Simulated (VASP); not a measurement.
Given:

```xyz
2
Lattice="2.6512 0.0000 0.0000 0.0000 2.6512 0.0000 0.0000 0.0000 2.6512" Properties=species:S:1:pos:R:3 pbc="T T T"
Zn     0.0000     0.0000     0.0000
O      1.3256     1.3256     1.3256
```

Level of theory: r2SCAN meta-GGA, VASP's PBE PAW potentials (set 64) (plane waves; VASP). Numerical set-up: 520 eV cut-off, 15×15×15 Γ-centred mesh, tetrahedra with Blöchl corrections, potentials Zn O.

Task: Give the energies of bands 2 to 10 at the high-symmetry points, in eV from the Fermi level.

Result: 
```tsv
band	Γ	X	M	R
2	-6.66	-8.32	-6.36	-7.47
3	-6.66	-6.52	-5.82	-7.47
4	-5.53	-6.18	-5.82	-7.47
5	-5.53	-6.18	-5.73	-5.23
6	-5.53	-5.50	-5.25	-5.23
7	-1.29	-4.63	-5.13	-1.47
8	-1.29	0.01	-5.13	-1.47
9	-1.29	0.01	-0.17	-1.47
10	-0.07	6.05	3.36	6.29
```

It has no gap at this level: it comes out as a metal or semimetal.

The structure was generated: ZnO was put into the CsCl type (Pm-3m), which need not be its known phase. It was relaxed first, which changed the volume by +22 %.
